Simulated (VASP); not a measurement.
Method: PBEsol GGA, VASP's PBE PAW potentials (set 64) (plane waves; VASP). Each cell was relaxed at this level.

Which of these has an unstable (imaginary) mode at Γ?
A. ZrIr, Pm-3m (221)
B. Mg2ZnP2, P3m1 (156)
C. TiPt, Pm-3m (221)
D. Ag2S, Cmce (64)

D, Ag2S, Cmce (64). Its optical Γ-point modes are 104i, 16, 35, 37, 69, 77, 81, 95, 111, 116, 116, 125, 177, 196, 235 cm⁻¹.
